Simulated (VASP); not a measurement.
An input for Ansatz (written as the equivalent of a VASP run, and not itself run):

Ansatz 0.2 input:
```yaml
crystal:
  lattice:
    - [0.0000000, 1.9108449, 1.9108449]
    - [1.9108449, 0.0000000, 1.9108449]
    - [1.9108449, 1.9108449, 0.0000000]
  atoms:
    - { symbol: Ir, position: [1.0000000, 0.0000000, 1.0000000] }
kpoints:
  mp_grid: { grid: [16, 16, 16] }
hamiltonian:
  xc: r2scan
  pseudopotentials: { kind: paw }
scf:
  occupations: { method: methfessel_paxton, width: 0.1 }
  max_iter: 100
relax:
  max_steps: 40
  f_tol: 0.01
  cell: { p_target: 10 }
output: { forces: true, stress: true, eigenvalues: true }
```

Q: Translate this input to VASP (INCAR, KPOINTS, POSCAR, choice of POTCAR).

A: One answer among several that fit: 
### KPOINTS
```
Automatic mesh
0
Gamma
16 16 16
0 0 0
```

### INCAR
```
ALGO  =  Normal
EDIFF  =  1E-7
EDIFFG  =  -0.01
ENCUT  =  480
IBRION  =  2
ISIF  =  3
ISMEAR  =  1
LASPH  =  .TRUE.
LCHARG  =  .FALSE.
LMAXMIX  =  6
LMIXTAU  =  .TRUE.
LREAL  =  .FALSE.
LWAVE  =  .FALSE.
METAGGA  =  R2SCAN
NELM  =  100
NSW  =  40
PREC  =  Accurate
PSTRESS  =  100
SIGMA  =  0.1
SYSTEM  =  Ir
```

File POSCAR:
```
Ir
1
    0.0000000000     1.9108449096     1.9108449096
    1.9108449096     0.0000000000     1.9108449096
    1.9108449096     1.9108449096     0.0000000000
Ir
1
Direct
  1.0000000000   0.0000000000   1.0000000000
```

POTCAR, in this order: Ir (PBE.64 set). Program: vasp_std.

The two are equivalent in intent, not identical: each code has its own PAW files, so the cut-off isn't converted (ENCUT is set for VASP's; basis.ecutwfc is left out, and Ansatz then takes the one that its files recommend); Ansatz stops its SCF on the density residual and VASP on the energy change (EDIFF).

The compound is Ir in the fcc structure. It was relaxed first under an external pressure of 10 GPa.
